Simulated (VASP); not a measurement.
Output of a VASP run:

**OUTCAR**
```
 ion  position               nearest neighbor table
   1  0.000  0.000  0.000-   3 1.85   6 1.85   5 1.85   4 1.85   4 1.85   5 1.85
   2  0.500  0.500  0.500-   4 1.85   5 1.85   3 1.85   6 1.85   3 1.85   6 1.85
   3  0.302  0.302  0.000-   1 1.85   2 1.85   2 1.85
   4  0.802  0.198  0.500-   2 1.85   1 1.85   1 1.85
   5  0.198  0.802  0.500-   2 1.85   1 1.85   1 1.85
   6  0.698  0.698  0.000-   1 1.85   2 1.85   2 1.85
  LATTYP: Found a simple tetragonal cell.
 ALAT       =     4.3201961373
 C/A-ratio  =     0.6475648747
 Subroutine PRICEL returns:
 Original cell was already a primitive cell.
 Subroutine GETGRP returns: Found 16 space group operations
The static configuration has the point symmetry D_2h.
 The point group associated with its full space group is D_4h.
The dynamic configuration has the point symmetry D_2h.
The overall configuration has the point symmetry D_2h.
 Subroutine INISYM returns: Found 16 space group operations
 Subroutine IBZKPT returns following result:
 Found     60 irreducible k-points:

 Following reciprocal coordinates:
            Coordinates               Weight
  0.000000  0.000000  0.000000      1.000000
  0.142857  0.000000  0.000000      4.000000
  0.285714  0.000000  0.000000      4.000000
  0.428571  0.000000  0.000000      4.000000
  0.142857  0.142857  0.000000      4.000000
  0.285714  0.142857  0.000000      8.000000
  0.428571  0.142857  0.000000      8.000000
  0.285714  0.285714  0.000000      4.000000
  0.428571  0.285714  0.000000      8.000000
  0.428571  0.428571  0.000000      4.000000
  0.000000  0.000000  0.100000      2.000000
  0.142857  0.000000  0.100000      8.000000
  0.285714  0.000000  0.100000      8.000000
  0.428571  0.000000  0.100000      8.000000
  0.142857  0.142857  0.100000      8.000000
  0.285714  0.142857  0.100000     16.000000
  0.428571  0.142857  0.100000     16.000000
  0.285714  0.285714  0.100000      8.000000
  0.428571  0.285714  0.100000     16.000000
  0.428571  0.428571  0.100000      8.000000
  0.000000  0.000000  0.200000      2.000000
  0.142857  0.000000  0.200000      8.000000
  0.285714  0.000000  0.200000      8.000000
  0.428571  0.000000  0.200000      8.000000
  0.142857  0.142857  0.200000      8.000000
  0.285714  0.142857  0.200000     16.000000
  0.428571  0.142857  0.200000     16.000000
  0.285714  0.285714  0.200000      8.000000
  0.428571  0.285714  0.200000     16.000000
  0.428571  0.428571  0.200000      8.000000
  0.000000  0.000000  0.300000      2.000000
  0.142857  0.000000  0.300000      8.000000
  0.285714  0.000000  0.300000      8.000000
  0.428571  0.000000  0.300000      8.000000
  0.142857  0.142857  0.300000      8.000000
  0.285714  0.142857  0.300000     16.000000
  0.428571  0.142857  0.300000     16.000000
  0.285714  0.285714  0.300000      8.000000
  0.428571  0.285714  0.300000     16.000000
  0.428571  0.428571  0.300000      8.000000
   k-points           NKPTS =     60   k-points in BZ     NKDIM =     60   number of bands    NBANDS=     30
   number of dos      NEDOS =    301   number of ions     NIONS =      6
   total plane-waves  NPLWV =  24576
   dimension x,y,z NGX =    32 NGY =   32 NGZ =   24
   dimension x,y,z NGXF=    64 NGYF=   64 NGZF=   48
   ions per type =               2   4
   PREC   = accura    normal or accurate (medium, high low for compatibility)
   ISTART =      0    job   : 0-new  1-cont  2-samecut
   ICHARG =      2    charge: 1-file 2-atom 10-const
   ISPIN  =      2    spin polarized calculation?
   LNONCOLLINEAR =      F non collinear calculations
   LSORBIT =      F    spin-orbit coupling
   INIWAV =      1    electr: 0-lowe 1-rand  2-diag
   ENCUT  =  520.0 eV  38.22 Ry    6.18 a.u.   8.03  8.03  5.20*2*pi/ulx,y,z
   NELM   =    100;   NELMIN=  2; NELMDL= -5     # of ELM steps
   EDIFF  = 0.1E-05   stopping-criterion for ELM
   LREAL  =      F    real-space projection
...
```

### OSZICAR
```
...
DAV:   5    -0.532635043440E+02    0.20148E-04   -0.26915E-04  7700   0.124E-01    0.666E-02
DAV:   6    -0.532634900555E+02    0.14289E-04   -0.55324E-05  8694   0.717E-02    0.317E-02
DAV:   7    -0.532634877428E+02    0.23127E-05   -0.89978E-06  8198   0.230E-02    0.160E-02
DAV:   8    -0.532634877257E+02    0.17151E-07   -0.10446E-06  3642   0.967E-03
   2 F= -.53263488E+02 E0= -.53263122E+02  d E =-.183778E-02  mag=    -0.0000
       N       E                     dE             d eps       ncg     rms          rms(c)
DAV:   1    -0.532647703164E+02   -0.12826E-02   -0.44866E-02  7200   0.182E+00    0.300E-01
DAV:   2    -0.532642651156E+02    0.50520E-03   -0.57080E-03  8240   0.102E+00    0.281E-01
DAV:   3    -0.532637682659E+02    0.49685E-03   -0.22568E-03  8848   0.648E-01    0.107E-01
DAV:   4    -0.532636451964E+02    0.12307E-03   -0.42334E-04  8624   0.177E-01    0.446E-02
DAV:   5    -0.532636430193E+02    0.21771E-05   -0.31170E-05  7694   0.420E-02    0.227E-02
DAV:   6    -0.532636413537E+02    0.16657E-05   -0.63426E-06  8198   0.244E-02    0.107E-02
DAV:   7    -0.532636410824E+02    0.27125E-06   -0.91520E-07  3618   0.796E-03
   3 F= -.53263641E+02 E0= -.53263267E+02  d E =-.199114E-02  mag=    -0.0000
       N       E                     dE             d eps       ncg     rms          rms(c)
DAV:   1    -0.532636726270E+02   -0.31273E-04   -0.11603E-03  7200   0.293E-01    0.482E-02
DAV:   2    -0.532636602954E+02    0.12332E-04   -0.15245E-04  8280   0.168E-01    0.459E-02
DAV:   3    -0.532636469438E+02    0.13352E-04   -0.60027E-05  8820   0.106E-01    0.170E-02
DAV:   4    -0.532636438217E+02    0.31221E-05   -0.10672E-05  8658   0.278E-02    0.731E-03
DAV:   5    -0.532636437493E+02    0.72344E-07   -0.70219E-07  3628   0.673E-03
   4 F= -.53263644E+02 E0= -.53263269E+02  d E =-.199380E-02  mag=     0.0000
       N       E                     dE             d eps       ncg     rms          rms(c)
DAV:   1    -0.532684913375E+02   -0.48475E-02   -0.13203E-01  7216   0.397E+00    0.731E-01
DAV:   2    -0.532674232129E+02    0.10681E-02   -0.38534E-02  7864   0.268E+00    0.696E-01
DAV:   3    -0.532638907067E+02    0.35325E-02   -0.13938E-02  8834   0.160E+00    0.205E-01
DAV:   4    -0.532636935431E+02    0.19716E-03   -0.26117E-03  7494   0.413E-01    0.822E-02
DAV:   5    -0.532636537915E+02    0.39752E-04   -0.15505E-04  8456   0.103E-01    0.366E-02
DAV:   6    -0.532636475084E+02    0.62831E-05   -0.27512E-05  7410   0.425E-02    0.204E-02
DAV:   7    -0.532636447678E+02    0.27406E-05   -0.37519E-06  6596   0.209E-02    0.670E-03
DAV:   8    -0.532636447602E+02    0.75543E-08   -0.65085E-07  3606   0.816E-03
   5 F= -.53263645E+02 E0= -.53263289E+02  d E =-.101089E-05  mag=    -0.0000
       N       E                     dE             d eps       ncg     rms          rms(c)
DAV:   1    -0.532650348853E+02   -0.13901E-02   -0.34856E-02  7216   0.204E+00    0.376E-01
DAV:   2    -0.532647797916E+02    0.25509E-03   -0.10406E-02  7888   0.140E+00    0.362E-01
DAV:   3    -0.532638114667E+02    0.96832E-03   -0.36736E-03  8834   0.820E-01    0.104E-01
DAV:   4    -0.532637641460E+02    0.47321E-04   -0.69094E-04  7452   0.204E-01    0.442E-02
DAV:   5    -0.532637525125E+02    0.11634E-04   -0.42259E-05  8784   0.558E-02    0.191E-02
DAV:   6    -0.532637508281E+02    0.16844E-05   -0.79983E-06  7312   0.226E-02    0.106E-02
DAV:   7    -0.532637500499E+02    0.77817E-06   -0.83242E-07  3618   0.103E-02
   6 F= -.53263750E+02 E0= -.53263384E+02  d E =-.106301E-03  mag=     0.0000
```

File OUTCAR:
```
------------------------ aborting loop because EDIFF is reached ----------------------------------------
  FORCE on cell =-STRESS in cart. coord.  units (eV):
  Direction    XX          YY          ZZ          XY          YZ          ZX
  --------------------------------------------------------------------------------------
  Total       -0.0026718     -0.0026718      0.0311370      0.0000000      0.0000000      0.0000000
  in kB       -0.0819006     -0.0819006      0.9544612      0.0000000      0.0000000      0.0000000
  external PRESSURE =       0.2635534 kB  Pullay stress =       0.0000000 kB
  volume of cell :       52.27
      direct lattice vectors                 reciprocal lattice vectors
     4.333287341 -0.000000000  0.000000000     0.230771680  0.000000000  0.000000000
    -0.000000000  4.333287341  0.000000000     0.000000000  0.230771680  0.000000000
     0.000000000  0.000000000  2.783518036     0.000000000  0.000000000  0.359257597
 POSITION                                       TOTAL-FORCE (eV/Angst)
 -----------------------------------------------------------------------------------
      0.00000      0.00000      0.00000        -0.000000      0.000000      0.000000
      2.16664      2.16664      1.39176        -0.000000      0.000000      0.000000
      1.30771      1.30771      0.00000        -0.009307     -0.009307      0.000000
      3.47435      0.85893      1.39176        -0.009307      0.009307      0.000000
      0.85893      3.47435      1.39176         0.009307     -0.009307      0.000000
      3.02558      3.02558      0.00000         0.009307      0.009307      0.000000
 -----------------------------------------------------------------------------------
    total drift:                                0.000000      0.000000      0.000000
  FREE ENERGIE OF THE ION-ELECTRON SYSTEM (eV)
  ---------------------------------------------------
  free  energy   TOTEN  =       -53.2637500499 eV

  energy  without entropy=      -53.2626529359  energy(sigma->0) =      -53.26338435

 total charge

# of ion       s       p       d       tot
------------------------------------------
    1        0.382   6.528   5.046  11.957
    2        0.382   6.528   5.046  11.957
    3        1.560   3.458   0.000   5.018
    4        1.560   3.458   0.000   5.018
    5        1.560   3.458   0.000   5.018
    6        1.560   3.458   0.000   5.018
--------------------------------------------------
tot          7.006  26.887  10.093  43.986

 magnetization (x)

# of ion       s       p       d       tot
------------------------------------------
    1        0.010   0.014   2.114   2.138
    2       -0.010  -0.014  -2.114  -2.138
    3       -0.000  -0.038   0.000  -0.039
    4        0.000   0.038   0.000   0.039
    5        0.000   0.038   0.000   0.039
    6       -0.000  -0.038   0.000  -0.039
--------------------------------------------------
tot          0.000   0.000  -0.000  -0.000

 reached required accuracy - stopping structural energy minimisation
```
(Selected blocks of OUTCAR.)

File POSCAR:
```
MnO2
1
    4.3201961373    -0.0000000000     0.0000000000
    0.0000000000     4.3201961373     0.0000000000
    0.0000000000     0.0000000000     2.7976072704
Mn O
2 4
Direct
  0.0000000000   0.0000000000   0.0000000000
  0.5000000000   0.5000000000   0.5000000000
  0.3022868846   0.3022868846   0.0000000000
  0.8022868846   0.1977131154   0.5000000000
  0.1977131154   0.8022868846   0.5000000000
  0.6977131154   0.6977131154   0.0000000000
```

Question: Write an INCAR and KPOINTS that could have produced this output.

Answer: One answer among several that fit: the input of the run itself, LDA (Ceperley-Alder, Perdew-Zunger), plane waves, VASP's LDA PAW potentials (set 64).

**KPOINTS**
```
Automatic mesh
0
Gamma
7 7 10
0 0 0
```

### INCAR
```
# general
SYSTEM  = MnO2
PREC    = Accurate
ENCUT   = 520
LREAL   = .FALSE.   # projection in real space or not
LASPH   = .TRUE.   # aspherical one-centre terms

# electronic loop
EDIFF   = 1E-6   # SCF stop (eV)
NELM    = 100   # most electronic steps
ALGO    = Normal   # blocked Davidson
LMAXMIX = 4

# smearing
ISMEAR  = 1   # Methfessel-Paxton
SIGMA   = 0.1

# spin
ISPIN   = 2   # spin-polarised
MAGMOM  = 3.0 -3.0 4*0.0

# ions
IBRION  = 2   # conjugate gradients
NSW     = 60
ISIF    = 3   # ions, shape and volume
EDIFFG  = -0.02   # ionic stop

# output
LWAVE   = .FALSE.
LCHARG  = .FALSE.
LORBIT  = 10
```

POTCAR, in this order: Mn_pv O (LDA.64 set). Program: vasp_std.

The compound is MnO2 in the rutile structure. This run relaxes it. Symmetry was kept, so distortions that lower it aren't found. The start is the result of an earlier pass.
